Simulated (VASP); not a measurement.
Shape and ions are relaxed at each volume.

Energy against volume of TiO$_{2}$ (rutile). Computed with AM05 GGA, VASP's PBE PAW potentials (set 64) (plane waves; VASP 6.6.1).

| V (Å³/atom) | E (eV/atom) |
|---|---|
| 9.755 | -9.09289 |
| 10.066 | -9.11544 |
| 10.378 | -9.12275 |
| 10.689 | -9.11740 |
| 11.000 | -9.10172 |

Fit a third-order Birch-Murnaghan equation of state.

- volume per atom: 10.39 Å^3/atom
- bulk modulus: 214 GPa
- pressure derivative of the bulk modulus: 5.46

The compound is TiO2 in the rutile structure. It was relaxed first.
